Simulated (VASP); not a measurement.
All values below come from PBE GGA, VASP's PBE PAW potentials (set 64) (plane waves; VASP).

Input for VASP

**INCAR**
```
SYSTEM = CsI
PREC = Accurate
ENCUT = 300
EDIFF = 1E-6
NELM = 100
ALGO = Normal
LREAL = .FALSE.
LASPH = .TRUE.
ISMEAR = 0
SIGMA = 0.01
GGA = PE
LMAXMIX = 4
LWAVE = .FALSE.
LCHARG = .FALSE.
ISIF = 2
```

File POSCAR:
```
CsI
1
    4.5719060000     0.0000000000     0.0000000000
    0.0000000000     4.5719060000     0.0000000000
    0.0000000000     0.0000000000     4.5719060000
Cs I
1 1
Direct
 -0.0027700000   0.0029050000   0.0023880000
  0.5027700000   0.4970950000   0.4976120000
```

**KPOINTS**
```
Automatic mesh
0
Gamma
5 5 5
0 0 0
```

POTCAR, in this order: Cs_sv I (PBE.64 set). Program: vasp_std.

**Question.** What does the run give for the energy per atom (σ→0)?

**Answer.** 
```
Quantity                        Value
---------------------  --------------
energy per atom (σ→0)  -2.714 eV/atom
```

### OSZICAR
```
...
DAV:   6    -0.544901825724E+01    0.11923E+00   -0.16207E-01  1696   0.191E+00    0.122E+00
DAV:   7    -0.542448782700E+01    0.24530E-01   -0.13783E-01  1748   0.181E+00    0.599E-01
DAV:   8    -0.542787626999E+01   -0.33884E-02   -0.95478E-03  1708   0.626E-01    0.845E-02
DAV:   9    -0.542825689600E+01   -0.38063E-03   -0.83841E-04  1844   0.193E-01    0.748E-02
DAV:  10    -0.542835088760E+01   -0.93992E-04   -0.12909E-04  1744   0.767E-02    0.131E-02
DAV:  11    -0.542834971370E+01    0.11739E-05   -0.33453E-05  1844   0.296E-02    0.550E-03
DAV:  12    -0.542835011875E+01   -0.40505E-06   -0.33389E-06  1808   0.126E-02
   1 F= -.54283501E+01 E0= -.54283501E+01  d E =-.359242E-13
```

The structure comes from a computed database's CsI entry; how it stands against other phases isn't given here. The cell was not relaxed at this level, atoms are displaced from their ideal sites.
